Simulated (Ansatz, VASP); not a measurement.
# Cross-check of Si3N4 between VASP and Ansatz, part 3 of 3

One calculation is typed for both programs; each brings its own data sets. How far apart do they land? Of the first pair: The cell is taken from a series of runs on this material, whose earlier steps may have relaxed, scaled, displaced or heated it; both programs get it as it stands.

VASP 6.6.1 and Ansatz 0.2.0.

So far: Starting point; Ansatz: relaxation of cell and atoms, PBEsol; VASP: relaxation of cell and atoms, PBEsol; Comparison; Ansatz: relaxation, PBEsol.

### 6. VASP: single point, PBEsol, pair 2

Level of this step: PBEsol; plane waves and PAW (Si, N) (VASP).

The same cell, functional, mesh and smearing now go to VASP, with its own data sets.

Contents of INCAR:

```
SYSTEM = Si3N4
PREC = Accurate
ENCUT = 600
EDIFF = 1E-06
NELM = 120
ISMEAR = -1
SIGMA = 0.02
LREAL = .FALSE.
ALGO = Normal
GGA = PS
NBANDS = 46
LORBIT = 11
LWAVE = .FALSE.
LCHARG = .FALSE.
ISIF = 2
LASPH = .TRUE.
GGA_COMPAT = .FALSE.
EFERMI = MIDGAP
KPAR = 4
```

Contents of POSCAR:

```
Si3N4
1.0
    7.5719297938      0.0000000000      0.0000000000
   -3.7859648969      6.5574835571      0.0000000000
    0.0000000000      0.0000000000      2.8924577109
Si N
6 8
Direct
    0.7662013711      0.1726493372      0.2500000000
    0.5935520339      0.7662013711      0.7500000000
    0.8273506628      0.5935520339      0.2500000000
    0.2337986289      0.8273506628      0.7500000000
    0.4064479661      0.2337986289      0.2500000000
    0.1726493372      0.4064479661      0.7500000000
    0.0283607464      0.3297138067      0.2500000000
    0.6986469397      0.0283607464      0.7500000000
    0.6702861933      0.6986469397      0.2500000000
    0.9716392536      0.6702861933      0.7500000000
    0.3013530603      0.9716392536      0.2500000000
    0.3297138067      0.3013530603      0.7500000000
    0.6666666667      0.3333333333      0.2500000000
    0.3333333333      0.6666666667      0.7500000000
```

Contents of KPOINTS:

```
Automatic mesh
0
Gamma
4 4 9
0 0 0
```

The projector-augmented-wave data sets are Si and N (PBE family, release 64).

Command:

```console
> mpirun -np 4 vasp_std
```

Numbers of over 12 decimals in the logs are rounded to 6 here.

What it wrote:

```text
[banner, memory and clock lines left out]
running    4 mpi-ranks, on    1 nodes
[...]
[... a notice as in an earlier step ...]

 LDA part: xc-table for (Slater+PW92), standard interpolation
 POSCAR, INCAR and KPOINTS ok, starting setup
[...]
entering main loop
       N       E                     dE             d eps       ncg     rms          rms(c)
DAV:   1     0.302924831854E+03    0.30292E+03   -0.34431E+04  1840   0.145E+03
DAV:   2    -0.111652521670E+03   -0.41458E+03   -0.39444E+03  2388   0.304E+02
DAV:   3    -0.136144515595E+03   -0.24492E+02   -0.24326E+02  2392   0.775E+01
DAV:   4    -0.136501137435E+03   -0.35662E+00   -0.35545E+00  2312   0.968E+00
[...]
DAV:  13    -0.120346824435E+03   -0.21991E-04   -0.22919E-05  2088   0.207E-02    0.517E-03
DAV:  14    -0.120346828226E+03   -0.37910E-05   -0.35334E-06  2088   0.916E-03    0.295E-03
DAV:  15    -0.120346829179E+03   -0.95345E-06   -0.20574E-06  1768   0.543E-03
   1 F= -.12034683E+03 E0= -.12034683E+03  d E =0.000000E+00
```

Parts of OUTCAR (step 6):

```text
  Total        4.6341007      4.6341007      4.6302733     -0.0000001     -0.0000000      0.0000000
  in kB       51.6969884     51.6969884     51.6542902     -0.0000011     -0.0000000      0.0000000
  external PRESSURE =      51.6827557 kB  Pullay stress =       0.0000000 kB

 POSITION                                       TOTAL-FORCE (eV/Angst)
 -----------------------------------------------------------------------------------
      5.14798      1.13215      0.72311         0.001812      0.000895      0.000000
      1.59352      5.02435      2.16934         0.000131      0.002017      0.000000
      4.01747      3.89221      0.72311        -0.001681      0.001122      0.000000
     -1.36201      5.42534      2.16934        -0.001812     -0.000895      0.000000
      2.19244      1.53313      0.72311        -0.000131     -0.002017     -0.000000
     -0.23151      2.66528      2.16934         0.001681     -0.001122      0.000000
     -1.03354      2.16209      0.72311        -0.002482     -0.004968      0.000000
      5.18273      0.18598      2.16934         0.003061     -0.004634     -0.000000
      2.43031      4.58137      0.72311         0.005544      0.000334     -0.000000
      4.81950      4.39539      2.16934         0.002482      0.004968     -0.000000
     -1.39677      6.37151      0.72311        -0.003061      0.004634     -0.000000
      1.35566      1.97612      2.16934        -0.005544     -0.000334      0.000000
      3.78596      2.18583      0.72311        -0.000000      0.000000      0.000000
     -0.00000      4.37166      2.16934        -0.000000      0.000000     -0.000000
 -----------------------------------------------------------------------------------
    total drift:                                0.000000      0.000000      0.000000

  FREE ENERGIE OF THE ION-ELECTRON SYSTEM (eV)
  ---------------------------------------------------
  free  energy   TOTEN  =      -120.3468291790 eV

  energy  without entropy=     -120.3468291790  energy(sigma->0) =     -120.34682918

[... 1 part as in an earlier step ...]

[... 2 further parts left out ...]
[key lines of the parts left out:]
E-fermi :   8.9417
```

The run ends at a pressure of 5.17 GPa, with forces up to 0.0056 eV/Å.

### 7. Comparison

What differs besides the data sets and the points named for the pairs above, as far as they apply: Ansatz's pressure holds a Pulay correction, VASP's none. Total energies have different zeros and are not compared.

Compared:

| quantity | Ansatz | VASP | difference |
| --- | --- | --- | --- |
| pressure (GPa) | 4.99 | 5.17 | -0.18 |
| gap on the k mesh (eV) | 4.278 | 4.270 | +0.009 |

At this near-relaxed geometry the largest component of a force difference is 5 meV/Å. A gap on the mesh is an upper bound, since the band edges may lie between its points.

### 8. Ansatz: relaxation, PBEsol

This run makes the geometry at which the two programs are then compared. The cell compared in this pair holds 149.02 Å³, against 143.62 Å³ for the pair before.

The structure compared here is the end of the Ansatz relaxation.

Contents of input.yaml:

```yaml
crystal:
  lattice:
    - [7.6241809665, 0.0, 0.0]
    - [-3.8120904832, 6.6027344, 0.0]
    - [0.0, 0.0, 2.9102524105]
  atoms:
    - { symbol: Si, position: [0.7675544842, 0.1739360571, 0.25] }
    - { symbol: Si, position: [0.5936184271, 0.7675544842, 0.75] }
    - { symbol: Si, position: [0.8260639429, 0.5936184271, 0.25] }
    - { symbol: Si, position: [0.2324455158, 0.8260639429, 0.75] }
    - { symbol: Si, position: [0.4063815729, 0.2324455158, 0.25] }
    - { symbol: Si, position: [0.1739360571, 0.4063815729, 0.75] }
    - { symbol: "N", position: [0.029612132, 0.3300050392, 0.25] }
    - { symbol: "N", position: [0.6996070928, 0.029612132, 0.75] }
    - { symbol: "N", position: [0.6699949608, 0.6996070928, 0.25] }
    - { symbol: "N", position: [0.970387868, 0.6699949608, 0.75] }
    - { symbol: "N", position: [0.3003929072, 0.970387868, 0.25] }
    - { symbol: "N", position: [0.3300050392, 0.3003929072, 0.75] }
    - { symbol: "N", position: [0.6666666667, 0.3333333333, 0.25] }
    - { symbol: "N", position: [0.3333333333, 0.6666666667, 0.75] }
kpoints:
  mp_grid: { grid: [4, 4, 9] }
scf:
  occupations: { method: fermi_dirac, width: 0.02 }
hamiltonian:
  xc: pbesol
  pseudopotentials: { kind: paw, azcp: { folder: soft_1 }, xc_functional: pbe }
basis:
  ecutwfc: 600
output:
  forces: true
  stress: true
relax:
  f_tol: 0.005
  max_steps: 70
  cell: { stress_tol: 0.02, p_target: -4 }
```

Command:

```console
> ansatz run input.yaml --threads 4 --pin off --max-ram 10240MiB --backend cpu --events-out ev --progress --plain --runs-dir out
```

What it wrote:

```text
[...]
Crystal: 14 atoms, lattice volume = 146.503 Å³
Basis set: ecut = 600 eV, 4871 PW (Γ), exchange–correlation on 128×128×48 points (8 copies of the dense FFT grid, shifted against one another)
Bands: 46, of which v1, the nominal top of the filled ones, is band 32 counted from 1 (31 counted from 0)
Symmetry: 12 space group operations
[...]
k-points: 20 of 144
[...]
- { symbol: N, position: [0.030620, 0.330231, 0.25] }
    - { symbol: N, position: [0.700389, 0.030620, 0.750000] }
    - { symbol: N, position: [0.669769, 0.700389, 0.25] }
    - { symbol: N, position: [0.969380, 0.669769, 0.750000] }
    - { symbol: N, position: [0.299611, 0.969380, 0.25] }
    - { symbol: N, position: [0.330231, 0.299611, 0.750000] }
    - { symbol: N, position: [0.666667, 0.333333, 0.25] }
    - { symbol: N, position: [0.333333, 0.666667, 0.750000] }
[key lines of the parts left out:]
SCF converged after 6 iterations
Free energy (F): -6773.814468 eV
Fermi energy:    9.982915 eV
P = ⅓ Tr σ = -3.9948 GPa (-39.948 kbar)
```

### 9. VASP: single point, PBEsol, pair 3

The same cell, functional, mesh and smearing now go to VASP, with its own data sets.

INCAR is that of step 6.

Contents of POSCAR:

```
Si3N4
1.0
    7.6691398975      0.0000000000      0.0000000000
   -3.8345699487      6.6416699764      0.0000000000
    0.0000000000      0.0000000000      2.9256962380
Si N
6 8
Direct
    0.7686439176      0.1749680449      0.2500000000
    0.5936758727      0.7686439176      0.7500000000
    0.8250319551      0.5936758727      0.2500000000
    0.2313560824      0.8250319551      0.7500000000
    0.4063241273      0.2313560824      0.2500000000
    0.1749680449      0.4063241273      0.7500000000
    0.0306202539      0.3302313485      0.2500000000
    0.7003889055      0.0306202539      0.7500000000
    0.6697686515      0.7003889055      0.2500000000
    0.9693797461      0.6697686515      0.7500000000
    0.2996110945      0.9693797461      0.2500000000
    0.3302313485      0.2996110945      0.7500000000
    0.6666666667      0.3333333333      0.2500000000
    0.3333333333      0.6666666667      0.7500000000
```

KPOINTS is that of step 6.

Command:

```console
> mpirun -np 4 vasp_std
```

What it wrote:

```text
[... set-up lines as in an earlier step ...]
 entering main loop
       N       E                     dE             d eps       ncg     rms          rms(c)
DAV:   1     0.302096207139E+03    0.30210E+03   -0.34301E+04  1840   0.145E+03
DAV:   2    -0.110086060057E+03   -0.41218E+03   -0.38967E+03  2352   0.298E+02
DAV:   3    -0.135485596064E+03   -0.25400E+02   -0.25208E+02  2328   0.786E+01
DAV:   4    -0.135880557053E+03   -0.39496E+00   -0.39354E+00  2336   0.101E+01
[...]
DAV:  13    -0.120372247460E+03   -0.23696E-04   -0.22700E-05  2098   0.211E-02    0.523E-03
DAV:  14    -0.120372252987E+03   -0.55274E-05   -0.58396E-06  2144   0.109E-02    0.296E-03
DAV:  15    -0.120372253639E+03   -0.65117E-06   -0.18218E-06  1800   0.530E-03
   1 F= -.12037225E+03 E0= -.12037225E+03  d E =0.000000E+00
```

OUTCAR, selected parts (step 9):

```text
  Total       -3.5824274     -3.5824274     -3.6291581     -0.0000001     -0.0000000      0.0000000
  in kB      -38.5154334    -38.5154334    -39.0178452     -0.0000012     -0.0000000      0.0000000
  external PRESSURE =     -38.6829040 kB  Pullay stress =       0.0000000 kB

 POSITION                                       TOTAL-FORCE (eV/Angst)
 -----------------------------------------------------------------------------------
      5.22391      1.16208      0.73142         0.001877     -0.002978     -0.000000
      1.60556      5.10508      2.19427         0.003517      0.000136      0.000000
      4.05079      3.94300      0.73142         0.001641      0.003114     -0.000000
     -1.38934      5.47959      2.19427        -0.001877      0.002978      0.000000
      2.22901      1.53659      0.73142        -0.003517     -0.000136      0.000000
     -0.21622      2.69867      2.19427        -0.001641     -0.003114      0.000000
     -1.03146      2.19329      0.73142        -0.004839     -0.001453     -0.000000
      5.25396      0.20337      2.19427        -0.001161     -0.004917      0.000000
      2.45086      4.65175      0.73142         0.003678     -0.003464      0.000000
      4.86603      4.44838      2.19427         0.004839      0.001453     -0.000000
     -1.41940      6.43830      0.73142         0.001161      0.004917     -0.000000
      1.38371      1.98992      2.19427        -0.003678      0.003464     -0.000000
      3.83457      2.21389      0.73142         0.000000     -0.000000     -0.000000
     -0.00000      4.42778      2.19427         0.000000     -0.000000      0.000000
 -----------------------------------------------------------------------------------
    total drift:                                0.000000     -0.000000      0.000000

  FREE ENERGIE OF THE ION-ELECTRON SYSTEM (eV)
  ---------------------------------------------------
  free  energy   TOTEN  =      -120.3722536386 eV

  energy  without entropy=     -120.3722536386  energy(sigma->0) =     -120.37225364

[... 1 part as in an earlier step ...]

[... 2 further parts left out ...]
[key lines of the parts left out:]
E-fermi :   8.4938
```

The run ends at a pressure of -3.87 GPa, with forces up to 0.0051 eV/Å.

### 10. Side by side

The two programs side by side:

| quantity | Ansatz | VASP | difference |
| --- | --- | --- | --- |
| pressure (GPa) | -3.99 | -3.87 | -0.13 |
| gap on the k mesh (eV) | 4.157 | 4.149 | +0.008 |

At this near-relaxed geometry the largest component of a force difference is 5 meV/Å. A gap on the mesh is an upper bound, since the band edges may lie between its points.

### 11. Outcome

- difference in volume (relaxation of cell and atoms, PBEsol): -0.059 %
- difference in gap on the k mesh (single point, PBEsol, pair 2): 0.0085 eV
- difference in gap on the k mesh (single point, PBEsol, pair 3): 0.0080 eV

The difference in gap on the k mesh is 0.0085 eV (single point, PBEsol, pair 2), within the 0.08 eV picked in this series as the mark of a large difference. 4 further runs of this series are not shown here. Such differences can come from data sets, numerical settings and the points named under the comparisons, not from the functional's error against experiment.

[Lines on the potential files, build, host, timing and source positions are cut from VASP's logs without a mark.]

[Logs are printed without paths, hosts, clocks, repeated set-up lines and the standing remarks that a program may print on its own settings, such as how far it seeks lower states.]

[Hosts, paths, dates, database ids (printed as entryN), source tags and the programs' standing remarks are cut or masked in the printed files.]
